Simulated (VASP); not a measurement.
Write the native input for VASP 6.6.1 that does the following.

```
Task                   : single point
Functional             : PBE
Potentials or basis    : VASP PAW PBE potentials, release 64 (Hf_pv, S)
Cutoff                 : 520 eV
k mesh                 : 4 × 4 × 4
Occupations            : gaussian, width 0.1 eV
Spin                   : no spin polarisation
Dipole correction      : no
Further INCAR settings : ALGO = Normal; EDIFF = 1e-06; NBANDS = 48
```

The structure of Hf7S lies in POSCAR:

```
Hf7S
1.0
    0.0000000000      4.3908687755      4.3908687755
    4.3908687755      0.0000000000      4.3908687755
    4.3908687755      4.3908687755      0.0000000000
Hf S
7 1
Direct
    0.5000000000      0.5000000000      0.5000000000
    0.0000000000      0.5000000000      0.0000000000
    0.5000000000      0.0000000000      0.0000000000
    0.0000000000      0.5000000000      0.5000000000
    0.5000000000      0.0000000000      0.5000000000
    0.0000000000      0.0000000000      0.5000000000
    0.5000000000      0.5000000000      0.0000000000
    0.0000000000      0.0000000000      0.0000000000
```

The cell was built by a generator and needn't be a form met in nature.

The cell isn't the ideal one: species swapped into the SbPt7 type (Fm-3m, No. 225).

These files were run (other wordings do the same):

INCAR

```
ALGO     = Normal         # electronic algorithm
EDIFF    = 1E-6           # SCF threshold, eV
ENCUT    = 520            # plane-wave cutoff, eV
GGA      = PE             # functional
ISIF     = 2              # what is computed and relaxed
ISMEAR   = 0              # smearing method
LASPH    = True           # aspherical terms in the spheres
LCHARG   = False          # write CHGCAR
LREAL    = False          # projectors in reciprocal space
LWAVE    = False          # write WAVECAR
NBANDS   = 48             # bands
NELM     = 60             # most SCF steps
PREC     = Accurate       # precision mode
SIGMA    = 0.1            # smearing width, eV
```

KPOINTS

```
k-points
0
Gamma
  4 4 4
```

Potentials or basis: VASP PAW PBE potentials, release 64 (Hf_pv, S).

The run is started by

```console
$ cat potpaw_PBE.64/Hf_pv/POTCAR potpaw_PBE.64/S/POTCAR > POTCAR
$ mpirun -np 1 vasp_std > vasp.out
```

It gave:

```
Pressure               : -0.5 GPa
Band gap on the k mesh : none (metal or under the smearing width)
```

Run time: 67 s on 1 thread of Intel(R) Xeon(R) Platinum 8375C CPU @ 2.90GHz (Ice Lake), with other jobs on the host, peak memory 0.33 GiB.
